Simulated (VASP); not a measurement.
Cd4TeO3:

```
Cd Te O
1.0
     3.78215   -5.35537    0.00000
     3.78215    5.35537    0.00000
     0.00000    0.00000    3.80305
Cd Te O
4 1 3
Direct
  0.24515 0.75485 0.00000
  0.75899 0.75899 0.50000
  0.24101 0.24101 0.50000
  0.75485 0.24515 0.00000
  0.50000 0.50000 0.00000
  0.00000 0.50000 0.50000
  0.50000 0.00000 0.50000
  0.00000 0.00000 0.00000
```

The cell was built by a generator and needn't be a form met in nature.

- Program: VASP 6.6.1
- Task: relaxation of cell and atoms
- Functional: PBE
- Potentials or basis: VASP PAW PBE potentials, release 64 (Cd, Te, O)
- Cutoff: 520 eV
- k mesh: 3 × 3 × 4
- Occupations: gaussian, width 0.15 eV
- Spin: no spin polarisation

At the start: pressure -5.1 GPa; volume 19.26 Å³/atom.

How do energy, volume and symmetry change on relaxing?

Over 10 steps the energy falls by 150.6 meV/atom and the volume is 17.35 Å³/atom (-9.9 %); space group Cmmm (No. 65, to 0.05 Å).

The path:
```
step  energy change (eV)  largest force (eV/Å)  pressure (GPa)  volume (Å³)
   1              0.0000                2.3391           -5.13       154.06
   2             -0.8898                1.3760           -0.72       140.71
   3             -1.0224                0.6470            4.87       132.29
   4             -1.0314                0.8236            3.61       133.97
   5             -1.1675                0.0828           -0.47       139.29
   6             -1.1687                0.0171           -0.19       138.82
   7             -1.1813                0.0554           -0.09       138.63
   8             -1.1983                0.1444            0.22       138.00
   9             -1.1987                0.1613            0.27       137.86
  10             -1.2048                0.0665           -0.38       138.82
```

Final structure:
```xyz
8
Lattice="3.7921 -5.1566 0.0000 3.7921 5.1566 0.0000 0.0000 0.0000 3.5496" Properties=species:S:1:pos:R:3 pbc="T T T"
Cd    3.7921    2.7868    0.0000
Cd    6.0150    0.0000    1.7748
Cd    1.5692    0.0000    1.7748
Cd    3.7921   -2.7868    0.0000
Te    3.7921    0.0000    0.0000
O     1.8961    2.5783    1.7748
O     1.8961   -2.5783    1.7748
O     0.0000    0.0000    0.0000
```

Caveat: the k mesh is coarse (spacing up to 0.41 Å⁻¹), so the values aren't converged.
